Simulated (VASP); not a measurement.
# SrSbO3 (Pm-3m) in VASP: single point with LDA

Aim: the single point of SrSbO3 with LDA.

Program: VASP 6.6.1. These are calculated values, not measurements. Logs are shortened: lines on timing, memory, paths and dates and some standing lists are left out, and cuts for length are marked.

**1. The structure**

The structure is cubic, space group Pm-3m (No. 221). The conventional cell has a = 4.209 Å, b = 4.209 Å, c = 4.209 Å, α = 90.00°, β = 90.00°, γ = 90.00°. Sr (site symmetry m-3m) is surrounded by 12 O at 2.98 Å. Sb (site symmetry m-3m) has 6 O at 2.10 Å as nearest neighbours. O (site symmetry 4/mmm) is surrounded by 2 Sb at 2.10 Å.

The cell comes from a database or a generator and needn't be the stable form of this composition.

**2. Single point, LDA**

File INCAR:

```
PREC = Accurate
ENCUT = 520
EDIFF = 1E-6
ISMEAR = 1
SIGMA = 0.05
LREAL = False
LASPH = True
NELM = 100
ALGO = Normal
ISIF = 2
LWAVE = False
LCHARG = True
LELF = True
LVHAR = True
NBANDS = 24
```

File KPOINTS:

```
Automatic mesh
0
Gamma
  5 5 5
```

File POSCAR:

```
SrSbO3
1.0
    4.2086700000      0.0000000000      0.0000000000
    0.0000000000      4.2086700000      0.0000000000
    0.0000000000      0.0000000000      4.2086700000
Sr Sb O
1 1 3
Direct
    0.0000000000      0.0000000000      0.0000000000
    0.5000000000      0.5000000000      0.5000000000
    0.5000000000      0.5000000000      0.0000000000
    0.5000000000      0.0000000000      0.5000000000
    0.0000000000      0.5000000000      0.5000000000
```

Potentials or basis: VASP PAW LDA potentials, release 64 (Sr_sv, Sb, O).

Run with:

```console
$ cat potpaw_LDA.64/Sr_sv/POTCAR potpaw_LDA.64/Sb/POTCAR potpaw_LDA.64/O/POTCAR > POTCAR
$ mpirun -np 1 vasp_std > vasp.out
```

OUTCAR:

```text
PREC = Accurate
   ENCUT = 520
   EDIFF = 1E-6
   ISMEAR = 1
   LREAL = False
   LASPH = True
   NELM = 100
   ISIF = 2

 ion  position               nearest neighbor table
   1  0.000  0.000  0.000-   3 2.98   4 2.98   5 2.98   4 2.98   5 2.98   3 2.98   5 2.98   5 2.98
                             3 2.98   4 2.98   4 2.98   3 2.98   2 3.64   2 3.64   2 3.64   2 3.64
   2  0.500  0.500  0.500-   3 2.10   4 2.10   5 2.10   3 2.10   4 2.10   5 2.10   1 3.64   1 3.64
                             1 3.64   1 3.64   1 3.64   1 3.64   1 3.64   1 3.64
   3  0.500  0.500  0.000-   2 2.10   2 2.10   1 2.98   1 2.98   1 2.98   1 2.98
   4  0.500  0.000  0.500-   2 2.10   2 2.10   1 2.98   1 2.98   1 2.98   1 2.98
   5  0.000  0.500  0.500-   2 2.10   2 2.10   1 2.98   1 2.98   1 2.98   1 2.98

  LATTYP: Found a simple cubic cell.
 ALAT       =     4.2086700000

  Lattice vectors:

 A1 = (   4.2086700000,   0.0000000000,   0.0000000000)
 A2 = (   0.0000000000,   4.2086700000,   0.0000000000)
 A3 = (   0.0000000000,   0.0000000000,   4.2086700000)

Analysis of symmetry for initial positions (statically):
=====================================================================
 Subroutine PRICEL returns:
 Original cell was already a primitive cell.

 Routine SETGRP: Setting up the symmetry group for a
 simple cubic supercell.

 Subroutine GETGRP returns: Found 48 space group operations
 (whereof 48 operations were pure point group operations)
 out of a pool of 48 trial point group operations.

The static configuration has the point symmetry O_h .

Analysis of symmetry for dynamics (positions and initial velocities):
=====================================================================
 Subroutine PRICEL returns:
 Original cell was already a primitive cell.

 Routine SETGRP: Setting up the symmetry group for a
 simple cubic supercell.

 Subroutine GETGRP returns: Found 48 space group operations
 (whereof 48 operations were pure point group operations)
 out of a pool of 48 trial point group operations.

The dynamic configuration has the point symmetry O_h .

 Subroutine INISYM returns: Found 48 space group operations
 (whereof 48 operations are pure point group operations),
 and found     1 'primitive' translations

----------------------------------------------------------------------------------------

                                     Primitive cell

  volume of cell :      74.5478

  direct lattice vectors                    reciprocal lattice vectors
     4.208670000  0.000000000  0.000000000     0.237604754  0.000000000  0.000000000
     0.000000000  4.208670000  0.000000000     0.000000000  0.237604754  0.000000000
     0.000000000  0.000000000  4.208670000     0.000000000  0.000000000  0.237604754

  length of vectors
     4.208670000  4.208670000  4.208670000     0.237604754  0.237604754  0.237604754

  position of ions in fractional coordinates (direct lattice)
     0.000000000  0.000000000  0.000000000
     0.500000000  0.500000000  0.500000000
     0.500000000  0.500000000  0.000000000
     0.500000000  0.000000000  0.500000000
     0.000000000  0.500000000  0.500000000

  ion indices of the primitive-cell ions
   primitive index   ion index
                 1           1
                 2           2
                 3           3
                 4           4
                 5           5

----------------------------------------------------------------------------------------

 KPOINTS: Automatic mesh

Automatic generation of k-mesh.
 Grid dimensions read from file:
 generate k-points for:    5    5    5

 Generating k-lattice:

  Cartesian coordinates                     Fractional coordinates (reciprocal lattice)
     0.047520951  0.000000000  0.000000000     0.200000000  0.000000000  0.000000000
     0.000000000  0.047520951  0.000000000     0.000000000  0.200000000  0.000000000
     0.000000000  0.000000000  0.047520951     0.000000000  0.000000000  0.200000000

  Length of vectors
     0.047520951  0.047520951  0.047520951

  Shift w.r.t. Gamma in fractional coordinates (k-lattice)
     0.000000000  0.000000000  0.000000000

 Subroutine IBZKPT returns following result:
 ===========================================

 Found     10 irreducible k-points:

 Following reciprocal coordinates:
            Coordinates               Weight
  0.000000  0.000000  0.000000      1.000000
  0.200000  0.000000  0.000000      6.000000
  0.400000  0.000000  0.000000      6.000000
  0.200000  0.200000  0.000000     12.000000
  0.400000  0.200000  0.000000     24.000000
  0.400000  0.400000  0.000000     12.000000
  0.200000  0.200000  0.200000      8.000000
  0.400000  0.200000  0.200000     24.000000
  0.400000  0.400000  0.200000     24.000000
  0.400000  0.400000  0.400000      8.000000
   k-points           NKPTS =     10   k-points in BZ     NKDIM =     10   number of bands    NBANDS=     24
   number of dos      NEDOS =    301   number of ions     NIONS =      5
   total plane-waves  NPLWV =  32768
   dimension x,y,z NGX =    32 NGY =   32 NGZ =   32
   dimension x,y,z NGXF=    64 NGYF=   64 NGZF=   64
   ions per type =               1   1   3
   NGX,Y,Z   is equivalent  to a cutoff of  12.64, 12.64, 12.64 a.u.
   NGXF,Y,Z  is equivalent  to a cutoff of  25.28, 25.28, 25.28 a.u.
 SYSTEM =  unknown system
   PREC   = accura    normal or accurate (medium, high low for compatibility)
   ISTART =      0    job   : 0-new  1-cont  2-samecut
   ICHARG =      2    charge: 1-file 2-atom 10-const
   ISPIN  =      1    spin polarized calculation?
   LNONCOLLINEAR =      F non collinear calculations
   LSORBIT =      F    spin-orbit coupling
   LASPH  =      T    aspherical Exc in radial PAW
   ENCUT  =  520.0 eV  38.22 Ry    6.18 a.u.   7.83  7.83  7.83*2*pi/ulx,y,z
   NELM   =    100;   NELMIN=  2; NELMDL= -5     # of ELM steps
   EDIFF  = 0.1E-05   stopping-criterion for ELM
   LREAL  =      F    real-space projection
   EDIFFG = 0.1E-04   stopping-criterion for IOM
   NSW    =      0    number of steps for IOM
   IBRION =     -1    ionic relax: 0-MD 1-quasi-New 2-CG
   NFREE  =      0    steps in history (QN), initial steepest desc. (CG)
   ISIF   =      2    stress and relaxation
   ISYM   =      2    0-nonsym 1-usesym 2-fastsym
   POTIM  = 0.5000    time-step for ionic-motion
   TEBEG  =    0.0;   TEEND  =   0.0 temperature during run
   PSTRESS=    0.0 pullay stress
   NELECT =      33.0000    total number of electrons
   NUPDOWN=      -1.0000    fix difference up-down
   EMIN   =  10.00;   EMAX   =-10.00  energy-range for DOS
   EFERMI =   0.00;   METHOD = LEGACY
   ISMEAR =     1;   SIGMA  =   0.05  broadening in eV -4-tet -1-fermi 0-gaus
   EFERMI_NEDOS =   21; number of points for ismear=-14 and -15
   IALGO  =     38    algorithm
   IMIX   =      4    mixing-type and parameters
     AMIX     =   0.40;   BMIX     =  1.00
     AMIX_MAG =   1.60;   BMIX_MAG =  1.00
  volume/ion in A,a.u.               =      14.91       100.61
  Fermi-wavevector in a.u.,A,eV,Ry     =   1.247674  2.357763 21.180073  1.556691
  Thomas-Fermi vector in A             =   2.381796
   LORBIT       =      0    0 simple, 1 ext, 2 COOP (PROOUT), +10 PAW based schemes
   GGA     = CA    functional components
   LHFCALC =     F    Hartree Fock is set to
   AEXX    =    0.0000 exact exchange contribution
   IVDW    =     0    specifies the selected vdW correction
   LEPSILON=     F    determine dielectric tensor
   LRPA    =     F    only Hartree local field effects (RPA)
 non-spin polarized calculation
 Methfessel and Paxton  Order N= 1 SIGMA  =   0.05
  energy-cutoff  :      520.00
  volume of cell :       74.55
 maximum number of plane-waves:      2022
 NGX is ok and might be reduce to    32
   NGX = 15   NGY = 15   NGZ = 15

 number of electron      32.9999993 magnetization

 Free energy of the ion-electron system (eV)
  ---------------------------------------------------
  ext. energy  EPLUGINS =         0.00000000
  ---------------------------------------------------
  free energy    TOTEN  =       -33.95203553 eV

  energy without entropy =      -33.95018546  energy(sigma->0) =      -33.95141884

 E-fermi :   6.1977     XC(G=0): -10.8006

 val. band max:        5.9735407575   @ k =   0.4000   0.2000   0.0000
 cond. band min:       6.2148000853   @ k =   0.4000   0.2000   0.2000
 fundamental gap:      0.2412593278
 Fermi energy:         6.1977490745

 k-point     1 :       0.0000    0.0000    0.0000
  band No.  band energies     occupation
      1     -29.6466      2.00000
      2     -14.1235      2.00000
      3     -11.8438      2.00000
      4     -11.8438      2.00000
      5     -11.6942      2.00000
      6     -11.6942      2.00000
[... 16 lines left out ...]
     23      10.1597      0.00000
     24      14.3608      0.00000

 k-point     2 :       0.2000    0.0000    0.0000
  band No.  band energies     occupation
      1     -29.6439      2.00000
      2     -14.0434      2.00000
      3     -12.2218      2.00000
      4     -11.8362      2.00000
      5     -11.6846      2.00000
      6     -11.6846      2.00000
[... 16 lines left out ...]
     23      10.5647      0.00000
     24      13.5113      0.00000

 k-point     3 :       0.4000    0.0000    0.0000
  band No.  band energies     occupation
      1     -29.6395      2.00000
      2     -13.8764      2.00000
      3     -12.6169      2.00000
      4     -11.8238      2.00000
      5     -11.6691      2.00000
      6     -11.6691      2.00000
[... 16 lines left out ...]
     23      11.2401      0.00000
     24      11.8034      0.00000

 k-point     4 :       0.2000    0.2000    0.0000
  band No.  band energies     occupation
      1     -29.6413      2.00000
      2     -13.9437      2.00000
      3     -12.3728      2.00000
      4     -11.9971      2.00000
      5     -11.6760      2.00000
      6     -11.5396      2.00000
[... 16 lines left out ...]
     23      10.8877      0.00000
     24      12.9399      0.00000

 k-point     5 :       0.4000    0.2000    0.0000
  band No.  band energies     occupation
      1     -29.6370      2.00000
      2     -13.7255      2.00000
      3     -12.7191      2.00000
      4     -12.0213      2.00000
      5     -11.6619      2.00000
      6     -11.5674      2.00000
[... 16 lines left out ...]
     23      11.2871      0.00000
     24      11.6682      0.00000

 k-point     6 :       0.4000    0.4000    0.0000
  band No.  band energies     occupation
      1     -29.6330      2.00000
      2     -13.3429      2.00000
      3     -12.8830      2.00000
      4     -12.4559      2.00000
      5     -11.6500      2.00000
      6     -11.4641      2.00000
[... 16 lines left out ...]
     23      11.3906      0.00000
     24      11.6913      0.00000

 k-point     7 :       0.2000    0.2000    0.2000
  band No.  band energies     occupation
      1     -29.6387      2.00000
      2     -13.8353      2.00000
      3     -12.3077      2.00000
      4     -12.3077      2.00000
      5     -11.5466      2.00000
      6     -11.5466      2.00000
[... 16 lines left out ...]
     23      11.2705      0.00000
     24      13.0694      0.00000

 k-point     8 :       0.4000    0.2000    0.2000
  band No.  band energies     occupation
      1     -29.6346      2.00000
      2     -13.5852      2.00000
      3     -12.7273      2.00000
      4     -12.1684      2.00000
      5     -11.6819      2.00000
      6     -11.5283      2.00000
[... 16 lines left out ...]
     23      11.5279      0.00000
     24      12.1458      0.00000

 k-point     9 :       0.4000    0.4000    0.2000
  band No.  band energies     occupation
      1     -29.6307      2.00000
      2     -13.2288      2.00000
      3     -12.7973      2.00000
      4     -12.4750      2.00000
      5     -11.7083      2.00000
      6     -11.5378      2.00000
[... 16 lines left out ...]
     23      11.8264      0.00000
     24      11.9947      0.00000

 k-point    10 :       0.4000    0.4000    0.4000
  band No.  band energies     occupation
      1     -29.6271      2.00000
      2     -12.9427      2.00000
      3     -12.6180      2.00000
      4     -12.6180      2.00000
      5     -11.7452      2.00000
      6     -11.7452      2.00000
[... 16 lines left out ...]
     23      11.6836      0.00000
     24      12.0865      0.00000

------------------------ aborting loop because EDIFF is reached ----------------------------------------

  FORCE on cell =-STRESS in cart. coord.  units (eV):
  Direction    XX          YY          ZZ          XY          YZ          ZX
  --------------------------------------------------------------------------------------
  -------------------------------------------------------------------------------------
  Total       -3.2917617     -3.2917617     -3.2917617     -0.0000000      0.0000000     -0.0000000
  in kB      -70.7464004    -70.7464004    -70.7464004     -0.0000000      0.0000000     -0.0000000
  external PRESSURE =     -70.7464004 kB  Pullay stress =       0.0000000 kB

 VOLUME and BASIS-vectors are now :
 -----------------------------------------------------------------------------
  energy-cutoff  :      520.00
  volume of cell :       74.55
      direct lattice vectors                 reciprocal lattice vectors
     4.208670000  0.000000000  0.000000000     0.237604754  0.000000000  0.000000000
     0.000000000  4.208670000  0.000000000     0.000000000  0.237604754  0.000000000
     0.000000000  0.000000000  4.208670000     0.000000000  0.000000000  0.237604754

 POSITION                                       TOTAL-FORCE (eV/Angst)
 -----------------------------------------------------------------------------------
      0.00000      0.00000      0.00000         0.000000      0.000000      0.000000
      2.10433      2.10433      2.10433         0.000000      0.000000      0.000000
      2.10433      2.10433      0.00000         0.000000      0.000000      0.000000
      2.10433      0.00000      2.10433         0.000000      0.000000      0.000000
      0.00000      2.10433      2.10433         0.000000      0.000000      0.000000
 -----------------------------------------------------------------------------------
    total drift:                                0.000000     -0.000000     -0.000000

  FREE ENERGIE OF THE ION-ELECTRON SYSTEM (eV)
  ---------------------------------------------------
  free  energy   TOTEN  =       -33.9520355255 eV

  energy  without entropy=      -33.9501854572  energy(sigma->0) =      -33.95141884
```

Wall time 8.3 s (1 thread of Intel Xeon 6975P-C (Granite Rapids), shared host); peak memory 0.16 GiB.

What came out:

| Quantity | Value |
| --- | --- |
| Free energy | -33.9520 eV |
| Pressure | -7.1 GPa |
| Band gap on the k mesh | none (metal or under the smearing width) |

Caveat: an odd number of electrons without spin polarisation forces a metal; a magnetic or distorted state may lie lower. Spin-orbit coupling is left out, which matters for the levels of Sb.
